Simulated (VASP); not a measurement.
An input for Ansatz (written as the equivalent of a VASP run, and not itself run):

Ansatz 0.2 input:
```yaml
crystal:
  lattice:
    - [0.0000000, 2.4533279, 2.4533279]
    - [2.4533279, 0.0000000, 2.4533279]
    - [2.4533279, 2.4533279, 0.0000000]
  atoms:
    - { symbol: Hf, position: [0.0000000, 0.0000000, 0.0000000] }
    - { symbol: N, position: [0.2500000, 0.2500000, 0.2500000] }
kpoints:
  mp_grid: { grid: [12, 12, 12] }
hamiltonian:
  xc: pbe
  pseudopotentials: { kind: paw }
scf:
  occupations: { method: methfessel_paxton, width: 0.1 }
  max_iter: 100
relax:
  max_steps: 60
  f_tol: 0.01
  cell: {}
output: { forces: true, stress: true, eigenvalues: true }
```

Translate this input to VASP (INCAR, KPOINTS, POSCAR, choice of POTCAR).

This is not unique; one that fits is 
POSCAR:
```
HfN
1.0
  0.0000000000   2.4533278948   2.4533278948
  2.4533278948   0.0000000000   2.4533278948
  2.4533278948   2.4533278948   0.0000000000
Hf N
1 1
Cartesian
  0.0000000000   0.0000000000   0.0000000000
  1.2266639474   1.2266639474   1.2266639474
```

### INCAR
```
ISMEAR = 1
NSW = 60   # most ionic steps
SYSTEM = HfN
ENCUT = 520   # plane-wave cut-off (eV)
IBRION = 2   # conjugate gradients
PREC = Accurate
NELM = 100   # most electronic steps
ISIF = 3   # ions, shape and volume
LASPH = .TRUE.   # aspherical one-centre terms
GGA = PE
SIGMA = 0.1   # width (eV)
LREAL = .FALSE.   # projection in real space or not
ALGO = Normal
EDIFF = 1E-6
LMAXMIX = 6   # l cut-off of mixed one-centre charges
EDIFFG = -0.01   # ionic stop
LWAVE = .FALSE.
LCHARG = .FALSE.
```

### KPOINTS
```
Automatic mesh
0
Gamma
12 12 12
0 0 0
```

POTCAR, in this order: Hf_pv N (PBE.64 set). Program: vasp_std.

Limits of the translation: each code has its own PAW files, so the cut-off isn't converted (ENCUT is set for VASP's; basis.ecutwfc is left out, and Ansatz then takes the one that its files recommend); Ansatz stops its SCF on the density residual and VASP on the energy change (EDIFF).

The structure was generated: HfN was put into the zinc blende type (F-43m), which need not be its known phase. It was relaxed first, which changed the volume by -36 %. The start is the result of an earlier pass.
